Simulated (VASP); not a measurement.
Input for VASP

POSCAR:
```
Ho
1.0
  3.4441550000   0.0000000000   0.0000000000
 -1.7220780000   2.9827260000   0.0000000000
  0.0000000000   0.0000000000  11.0815930000
Ho
4
Cart
  0.0000000000   0.0000000000   0.0000000000
  0.0000000000   0.0000000000   5.5407965000
 -0.0000020554   1.9884849942   2.7703982500
  1.7220790554   0.9942410058   8.3111947500
```

**KPOINTS**
```
Automatic mesh
0
Gamma
7 7 2
0 0 0
```

### INCAR
```
SIGMA  =  0.272   # width (eV)
EDIFF  =  1E-6
GGA  =  PE
LCHARG  =  F
ISMEAR  =  0
ISPIN  =  2   # spin-polarised
ENCUT  =  300   # plane-wave cut-off (eV)
LWAVE  =  F
SYSTEM  =  Ho
LREAL  =  F
LORBIT  =  11
NELM  =  100   # most electronic steps
LASPH  =  T   # aspherical one-centre terms
ISIF  =  2   # forces and stress, cell fixed
ALGO  =  Normal   # blocked Davidson
PREC  =  Accurate
MAGMOM  =  4.0 4.0 4.0 4.0
LMAXMIX  =  6   # l cut-off of mixed one-centre charges
```

POTCAR, in this order: Ho (PBE.64 set). Program: vasp_std.

Translate this PBE calculation to Ansatz.

One equivalent input (not run):
Ansatz 0.2 input:
```yaml
crystal:
  lattice:
    - [3.4441550, 0.0000000, 0.0000000]
    - [-1.7220780, 2.9827260, 0.0000000]
    - [0.0000000, 0.0000000, 11.0815930]
  atoms:
    - { symbol: Ho, position: [0.0000000, 0.0000000, 0.0000000], spin: 4 }
    - { symbol: Ho, position: [0.0000000, 0.0000000, 0.5000000], spin: 4 }
    - { symbol: Ho, position: [0.3333330, 0.6666670, 0.2500000], spin: 4 }
    - { symbol: Ho, position: [0.6666670, 0.3333330, 0.7500000], spin: 4 }
kpoints:
  mp_grid: { grid: [7, 7, 2] }
hamiltonian:
  xc: pbe
  pseudopotentials: { kind: paw }
magnetization: { spin_polarized: true }
scf:
  occupations: { method: gaussian, width: 0.272 }
  max_iter: 100
output: { forces: true, stress: true, eigenvalues: true }
```
Limits of the translation: each code has its own PAW files, so the cut-off isn't converted (ENCUT is set for VASP's; basis.ecutwfc is left out, and Ansatz then takes the one that its files recommend); Ansatz stops its SCF on the density residual and VASP on the energy change (EDIFF).

The structure was generated: Ho was put into an ordered model structure, which need not be its known phase. The cell was not relaxed at this level, and its volume differs by -5.9 % from the start's. The k-mesh is coarse (spacing up to 0.30 per Å, 2π included), so the numbers may not be converged in it.
